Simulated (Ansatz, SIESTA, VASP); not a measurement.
**Code comparison for Al₂Te₅ (C2/m, 7 atoms in the cell)**

Self-consistent single point.

```yaml
crystal:
  lattice:
    - [6.89271, -2.04951, 0.00000]
    - [6.89271, 2.04951, 0.00000]
    - [-6.09401, 0.00000, 7.96752]
  atoms:
    - { symbol: Al, position: [0.37050, 0.37050, 0.59811] }
    - { symbol: Al, position: [0.62950, 0.62950, 0.40189] }
    - { symbol: Te, position: [0.58146, 0.58146, 0.87375] }
    - { symbol: Te, position: [0.41854, 0.41854, 0.12625] }
    - { symbol: Te, position: [0.00000, 0.00000, 0.00000] }
    - { symbol: Te, position: [0.18148, 0.18148, 0.59993] }
    - { symbol: Te, position: [0.81852, 0.81852, 0.40007] }
```

Shared settings, as Ansatz (an electronic-structure program) writes them: kpoints.mp_grid.grid = 3 3 2; magnetization.spin_orbit = true; scf.occupations.method = fermi_dirac; scf.occupations.width = 0.0007 Ry. Potentials and cutoffs stand in the table.

```tsv
code	model	pressure (GPa)	largest force (eV/Å)	gap on the mesh (eV)	cutoff
Ansatz	PBEsol with spin-orbit coupling, PAW files made with PBE	2.27	0.656	1.069	30.9 Ry
VASP	PBEsol, spin-orbit coupling, VASP's PBE PAW potentials (set 64)	2.47	0.717	1.055	300 eV
SIESTA	GGA PBEsol with spin-orbit coupling, numerical atomic orbitals TZP, PseudoDojo PBEsol fully relativistic norm-conserving potentials (rewritten from UPF to PSML)	–	1.138	1.088	grid 300 Ry
```

Size of the force on each atom (eV/Å): Sizes of forces hide their directions.

```tsv
code	Al1	Al2	Te3	Te4	Te5	Te6	Te7
Ansatz	0.098	0.098	0.653	0.653	0.000	0.656	0.656
VASP	0.103	0.103	0.704	0.704	0.000	0.717	0.717
SIESTA	0.014	0.014	1.138	1.138	0.000	1.011	1.011
```

A dash marks a value that a program does not give, or that is left out as unsure.

Gaps are read on the mesh.

The spread over the programs that give each value: pressure within 0.20 GPa; largest force within 0.482 eV/Å; gap on the mesh within 0.033 eV.

SIESTA uses small atom-centred bases, whose incompleteness enters pressures, forces and empty levels differently from a plane-wave cutoff. Ansatz's pressure is given at a fixed set of plane waves, as the other plane-wave codes print theirs; with its correction for the finite basis it is 2.30 GPa. In the force vectors, SIESTA (by 0.498) lies more than 0.08 eV/Å from the median of the plane-wave programs.

The shared mesh is coarse (it stands for a supercell whose shortest vector is 12 Å), so the values are not converged in it.

VASP's run is marked for a possible Pulay error in its stress at this cutoff; no cutoff test was made.

The starting cell comes from a database of computed structures (which also holds hypothetical and non-ambient phases and stackings), without a prior relaxation at this level. Its lattice was rescaled by a random factor within 2.5 % of one.

Left out of this page: Elk (with a known weakness of the program).

Keys are those of Ansatz 0.2.
